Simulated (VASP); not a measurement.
# CsReC2 (P4/mmm) in VASP: further runs

One crystal, CsReC2, is run at these levels: PBE; tasks: single point.

Everything below comes from runs of VASP 6.6.1. Logs are shortened: lines on timing, memory, paths and dates and some standing lists are left out, and cuts for length are marked.

### 1 The crystal as given

Symmetry: P4/mmm, No. 123, tetragonal system. The conventional cell has a = 3.059 Å, b = 3.059 Å, c = 6.746 Å, α = 90.00°, β = 90.00°, γ = 90.00°. Around Cs (site symmetry 4/mmm) lie 4 Cs at 3.06 Å and 2 Re at 3.37 Å and 8 C at 3.41 Å. Re (site symmetry 4/mmm) has 8 C at 2.29 Å as nearest neighbours. Around C (site symmetry 4mm) lie 1 C at 1.48 Å.

The cell was built by a generator and needn't be a form met in nature.

### 2 Single point, PBE

Contents of INCAR:

```
SYSTEM = CsReC2
ALGO = Fast
EDIFF = 1E-6
ENCUT = 520
GGA = PE
ISIF = 2
ISMEAR = 0
LASPH = .True.
LCHARG = .False.
LREAL = .False.
LWAVE = .False.
NBANDS = 20
NELM = 100
PREC = Accurate
SIGMA = 0.1
```

Contents of KPOINTS:

```
k-points
0
Gamma
  16 16 8
  0 0 0
```

Contents of POSCAR:

```
CsReC2
1.0
    3.0592039419      0.0000000000      0.0000000000
    0.0000000000      3.0592039419      0.0000000000
    0.0000000000      0.0000000000      6.7455759677
Cs Re C
1 1 2
Direct
    0.0000000000      0.0000000000      0.5000000000
    0.0000000000      0.0000000000      0.0000000000
    0.5000000000      0.5000000000      0.1099452784
    0.5000000000      0.5000000000      0.8900547216
```

Potentials or basis: VASP PAW PBE potentials, release 64 (Cs_sv, Re, C).

Command:

```bash
$ cat potpaw_PBE.64/Cs_sv/POTCAR potpaw_PBE.64/Re/POTCAR potpaw_PBE.64/C/POTCAR > POTCAR
$ mpirun -np 1 vasp_std > vasp.out
```

OUTCAR:

```text
SYSTEM = CsReC2
   EDIFF = 1E-6
   ENCUT = 520
   GGA = PE
   ISIF = 2
   ISMEAR = 0
   LASPH = .True.
   LREAL = .False.
   NELM = 100
   PREC = Accurate

 ion  position               nearest neighbor table
   1  0.000  0.000  0.500-
   2  0.000  0.000  0.000-   3 2.29   4 2.29   3 2.29   4 2.29   3 2.29   4 2.29   3 2.29   4 2.29

   3  0.500  0.500  0.110-   4 1.48   2 2.29   2 2.29   2 2.29   2 2.29
   4  0.500  0.500  0.890-   3 1.48   2 2.29   2 2.29   2 2.29   2 2.29

  LATTYP: Found a simple tetragonal cell.
 ALAT       =     3.0592039419
 C/A-ratio  =     2.2050102235

  Lattice vectors:

 A1 = (   3.0592039419,   0.0000000000,   0.0000000000)
 A2 = (   0.0000000000,   3.0592039419,   0.0000000000)
 A3 = (   0.0000000000,   0.0000000000,   6.7455759677)

Analysis of symmetry for initial positions (statically):
=====================================================================
 Subroutine PRICEL returns:
 Original cell was already a primitive cell.

 Routine SETGRP: Setting up the symmetry group for a
 simple tetragonal supercell.

 Subroutine GETGRP returns: Found 16 space group operations
 (whereof 16 operations were pure point group operations)
 out of a pool of 16 trial point group operations.

The static configuration has the point symmetry D_4h.

Analysis of symmetry for dynamics (positions and initial velocities):
=====================================================================
 Subroutine PRICEL returns:
 Original cell was already a primitive cell.

 Routine SETGRP: Setting up the symmetry group for a
 simple tetragonal supercell.

 Subroutine GETGRP returns: Found 16 space group operations
 (whereof 16 operations were pure point group operations)
 out of a pool of 16 trial point group operations.

The dynamic configuration has the point symmetry D_4h.

 Subroutine INISYM returns: Found 16 space group operations
 (whereof 16 operations are pure point group operations),
 and found     1 'primitive' translations

----------------------------------------------------------------------------------------

                                     Primitive cell

  volume of cell :      63.1300

  direct lattice vectors                    reciprocal lattice vectors
     3.059203942  0.000000000  0.000000000     0.326882424  0.000000000  0.000000000
     0.000000000  3.059203942  0.000000000     0.000000000  0.326882424  0.000000000
     0.000000000  0.000000000  6.745575968     0.000000000  0.000000000  0.148245310

  length of vectors
     3.059203942  3.059203942  6.745575968     0.326882424  0.326882424  0.148245310

  position of ions in fractional coordinates (direct lattice)
     0.000000000  0.000000000  0.500000000
     0.000000000  0.000000000  0.000000000
     0.500000000  0.500000000  0.109945278
     0.500000000  0.500000000  0.890054722

  ion indices of the primitive-cell ions
   primitive index   ion index
                 1           1
                 2           2
                 3           3
                 4           4

----------------------------------------------------------------------------------------

 KPOINTS: k-points

Automatic generation of k-mesh.
 Grid dimensions read from file:
 generate k-points for:   16   16    8

 Generating k-lattice:

  Cartesian coordinates                     Fractional coordinates (reciprocal lattice)
     0.020430151  0.000000000  0.000000000     0.062500000  0.000000000  0.000000000
     0.000000000  0.020430151  0.000000000     0.000000000  0.062500000  0.000000000
     0.000000000  0.000000000  0.018530664     0.000000000  0.000000000  0.125000000

  Length of vectors
     0.020430151  0.020430151  0.018530664

  Shift w.r.t. Gamma in fractional coordinates (k-lattice)
     0.000000000  0.000000000  0.000000000

 Subroutine IBZKPT returns following result:
 ===========================================

 Found    225 irreducible k-points:

 Following reciprocal coordinates:
            Coordinates               Weight
  0.000000  0.000000  0.000000      1.000000
  0.062500  0.000000  0.000000      4.000000
  0.125000  0.000000  0.000000      4.000000
  0.187500  0.000000  0.000000      4.000000
  0.250000  0.000000  0.000000      4.000000
  0.312500  0.000000  0.000000      4.000000
[... 16 lines left out ...]
  0.437500  0.125000  0.000000      8.000000
  0.500000  0.125000  0.000000      4.000000
 [... further k-points ...]
   k-points           NKPTS =    225   k-points in BZ     NKDIM =    225   number of bands    NBANDS=     20
   number of dos      NEDOS =    301   number of ions     NIONS =      4
   total plane-waves  NPLWV =  28800
   dimension x,y,z NGX =    24 NGY =   24 NGZ =   50
   dimension x,y,z NGXF=    48 NGYF=   48 NGZF=  100
   ions per type =               1   1   2
   NGX,Y,Z   is equivalent  to a cutoff of  13.04, 13.04, 12.32 a.u.
   NGXF,Y,Z  is equivalent  to a cutoff of  26.08, 26.08, 24.65 a.u.
 SYSTEM =  CsReC2
   PREC   = accura    normal or accurate (medium, high low for compatibility)
   ISTART =      0    job   : 0-new  1-cont  2-samecut
   ICHARG =      2    charge: 1-file 2-atom 10-const
   ISPIN  =      1    spin polarized calculation?
   LNONCOLLINEAR =      F non collinear calculations
   LSORBIT =      F    spin-orbit coupling
   LASPH  =      T    aspherical Exc in radial PAW
   ENCUT  =  520.0 eV  38.22 Ry    6.18 a.u.   5.69  5.69 12.54*2*pi/ulx,y,z
   NELM   =    100;   NELMIN=  2; NELMDL= -5     # of ELM steps
   EDIFF  = 0.1E-05   stopping-criterion for ELM
   LREAL  =      F    real-space projection
   EDIFFG = 0.1E-04   stopping-criterion for IOM
   NSW    =      0    number of steps for IOM
   IBRION =     -1    ionic relax: 0-MD 1-quasi-New 2-CG
   NFREE  =      0    steps in history (QN), initial steepest desc. (CG)
   ISIF   =      2    stress and relaxation
   ISYM   =      2    0-nonsym 1-usesym 2-fastsym
   POTIM  = 0.5000    time-step for ionic-motion
   TEBEG  =    0.0;   TEEND  =   0.0 temperature during run
   PSTRESS=    0.0 pullay stress
   NELECT =      24.0000    total number of electrons
   NUPDOWN=      -1.0000    fix difference up-down
   EMIN   =  10.00;   EMAX   =-10.00  energy-range for DOS
   EFERMI =   0.00;   METHOD = LEGACY
   ISMEAR =     0;   SIGMA  =   0.10  broadening in eV -4-tet -1-fermi 0-gaus
   EFERMI_NEDOS =   21; number of points for ismear=-14 and -15
   IALGO  =     68    algorithm
   IMIX   =      4    mixing-type and parameters
     AMIX     =   0.40;   BMIX     =  1.00
     AMIX_MAG =   1.60;   BMIX_MAG =  1.00
  volume/ion in A,a.u.               =      15.78       106.51
  Fermi-wavevector in a.u.,A,eV,Ry     =   1.185951  2.241122 19.136307  1.406479
  Thomas-Fermi vector in A             =   2.322134
   LORBIT       =      0    0 simple, 1 ext, 2 COOP (PROOUT), +10 PAW based schemes
   GGA     = PE    functional components
   LHFCALC =     F    Hartree Fock is set to
   AEXX    =    0.0000 exact exchange contribution
   IVDW    =     0    specifies the selected vdW correction
   LEPSILON=     F    determine dielectric tensor
   LRPA    =     F    only Hartree local field effects (RPA)
 non-spin polarized calculation
 RMM-DIIS sequential band-by-band and
 Gauss-broadening in eV      SIGMA  =   0.10
  energy-cutoff  :      520.00
  volume of cell :       63.13
 maximum number of plane-waves:      1726
 NGX is ok and might be reduce to    24
   NGX = 11   NGY = 11   NGZ = 25

 number of electron      24.0000002 magnetization

 Free energy of the ion-electron system (eV)
  ---------------------------------------------------
  ext. energy  EPLUGINS =         0.00000000
  ---------------------------------------------------
  free energy    TOTEN  =       -26.33690467 eV

  energy without entropy =      -26.32373939  energy(sigma->0) =      -26.33032203

 E-fermi :   6.0735     XC(G=0): -11.2047

 val. band max:        6.0701661384   @ k =   0.2500   0.1250   0.0000
 cond. band min:       6.0737095863   @ k =   0.3750   0.0625   0.1250
 fundamental gap:      0.0035434479
 Fermi energy:         6.0735482615

 k-point     1 :       0.0000    0.0000    0.0000
  band No.  band energies     occupation
      1     -18.1873      2.00000
      2     -10.6685      2.00000
      3      -5.2009      2.00000
      4      -1.7092      2.00000
      5      -1.7092      2.00000
      6      -0.8693      2.00000
[... 12 lines left out ...]
     19      12.0279      0.00000
     20      13.7727      0.00000

 k-point     2 :       0.0625    0.0000    0.0000
  band No.  band energies     occupation
      1     -18.1532      2.00000
      2     -10.6131      2.00000
      3      -5.1636      2.00000
      4      -2.0314      2.00000
      5      -1.6836      2.00000
      6      -0.9093      2.00000
[... 12 lines left out ...]
     19      11.9267      0.00000
     20      13.5330      0.00000

 k-point     3 :       0.1250    0.0000    0.0000
  band No.  band energies     occupation
      1     -18.0538      2.00000
      2     -10.4510      2.00000
      3      -5.0533      2.00000
      4      -2.8324      2.00000
      5      -1.6094      2.00000
      6      -1.0269      2.00000
[... 12 lines left out ...]
     19      12.0596      0.00000
     20      12.8037      0.00000

 k-point     4 :       0.1875    0.0000    0.0000
  band No.  band energies     occupation
      1     -17.8983      2.00000
      2     -10.1947      2.00000
      3      -4.8759      2.00000
      4      -3.8339      2.00000
      5      -1.4951      2.00000
      6      -1.2141      2.00000
[... 12 lines left out ...]
     19      11.9053      0.00000
     20      12.8732      0.00000

 k-point     5 :       0.2500    0.0000    0.0000
  band No.  band energies     occupation
      1     -17.7031      2.00000
      2      -9.8669      2.00000
      3      -4.8410      2.00000
      4      -4.6415      2.00000
      5      -1.4567      2.00000
      6      -1.3545      2.00000
[... 12 lines left out ...]
     19      12.4561      0.00000
     20      13.8677      0.00000
[... 353 lines left out ...]
      6      -1.6199      2.00000
[... 12 lines left out ...]
     19      11.8102      0.00000
     20      13.8579      0.00000

 k-point    22 :       0.3750    0.1250    0.0000
  band No.  band energies     occupation
      1     -17.1673      2.00000
      2      -9.1987      2.00000
      3      -6.3073      2.00000
      4      -3.9458      2.00000
      5      -2.1862      2.00000
      6      -1.9694      2.00000
[... 12 lines left out ...]
     19      11.3633      0.00000
     20      14.1225      0.00000

 k-point    23 :       0.4375    0.1250    0.0000
  band No.  band energies     occupation
      1     -17.0302      2.00000
      2      -9.0067      2.00000
      3      -6.7512      2.00000
      4      -3.7096      2.00000
      5      -2.4155      2.00000
      6      -2.0789      2.00000
[... 12 lines left out ...]
     19      11.2984      0.00000
     20      14.2520      0.00000

 k-point    24 :       0.5000    0.1250    0.0000
  band No.  band energies     occupation
      1     -16.9802      2.00000
      2      -8.9373      2.00000
      3      -6.9030      2.00000
      4      -3.6096      2.00000
      5      -2.5246      2.00000
      6      -2.1713      2.00000
[... 12 lines left out ...]
     19      11.4938      0.00000
     20      14.2005      0.00000

 [... further k-points ...]
[... 5 lines left out ...]
  --------------------------------------------------------------------------------------
  -------------------------------------------------------------------------------------
  Total        0.5566837      0.5566837      0.2374307      0.0000000     -0.0000000      0.0000000
  in kB       14.1280806     14.1280806      6.0257574      0.0000000     -0.0000000      0.0000000
  external PRESSURE =      11.4273062 kB  Pullay stress =       0.0000000 kB

 VOLUME and BASIS-vectors are now :
 -----------------------------------------------------------------------------
  energy-cutoff  :      520.00
  volume of cell :       63.13
      direct lattice vectors                 reciprocal lattice vectors
     3.059203942  0.000000000  0.000000000     0.326882424  0.000000000  0.000000000
     0.000000000  3.059203942  0.000000000     0.000000000  0.326882424  0.000000000
     0.000000000  0.000000000  6.745575968     0.000000000  0.000000000  0.148245310

 POSITION                                       TOTAL-FORCE (eV/Angst)
 -----------------------------------------------------------------------------------
      0.00000      0.00000      3.37279        -0.000000      0.000000      0.000000
      0.00000      0.00000      0.00000        -0.000000      0.000000      0.000000
      1.52960      1.52960      0.74164        -0.000000     -0.000000      0.060026
      1.52960      1.52960      6.00393         0.000000     -0.000000     -0.060026
 -----------------------------------------------------------------------------------
    total drift:                                0.000000      0.000000      0.000000

  FREE ENERGIE OF THE ION-ELECTRON SYSTEM (eV)
  ---------------------------------------------------
  free  energy   TOTEN  =       -26.3369046676 eV

  energy  without entropy=      -26.3237393949  energy(sigma->0) =      -26.33032203
```

Wall time 5.1 min (1 thread of Intel Xeon Platinum 8488C (Sapphire Rapids), shared host); peak memory 0.41 GiB.

Results:

* Free energy: -26.3369 eV
* Pressure: 1.1 GPa
* Largest force: 0.060 eV/Å
* Band gap on the k mesh: none (metal or under the smearing width)

Forces in eV/Å, atoms in the order of the input:
```
Cs   0.000  0.000  0.000
Re   0.000  0.000  0.000
C    0.000  0.000  0.060
C    0.000  0.000 -0.060
```

Spin-orbit coupling is left out, which matters for the levels of Cs, Re.

(Continued in part 2 of 2.)
